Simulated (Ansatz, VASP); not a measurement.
Two plane-wave programs on Pt3Rh

```
Rh Pt
1.0
     3.90987    0.00000    0.00000
     0.00000    3.90987    0.00000
     0.00000    0.00000    3.90987
Rh Pt
1 3
Cartesian
  1.9549 1.9549 1.9549
  1.9549 0.0000 0.0000
  0.0000 1.9549 0.0000
  0.0000 0.0000 1.9549
```

The cell comes from a database or a generator and needn't be the stable form of this composition.

Alike in both runs: task single point; functional LDA; k mesh 6 × 6 × 6; occupations methfessel-paxton of order 1, width 0.05 eV; no spin polarisation.

|  | VASP | Ansatz |
| --- | --- | --- |
| version | VASP 6.6.1 | Ansatz 0.2.0 |
| potentials or method | VASP PAW LDA potentials, release 64 (Rh_pv, Pt) | plane waves, PAW |
| plane-wave cutoff (eV) | 520 | 420 |
| valence electrons in the cell | 45 | 71 |

```tsv
	VASP	Ansatz	Ansatz less VASP
pressure (GPa)	-10.2	-10.9	-0.67
```

The two sets of potentials don't hold the same shells in valence.

The runs have no spin-orbit coupling, so splittings on Pt are missing.
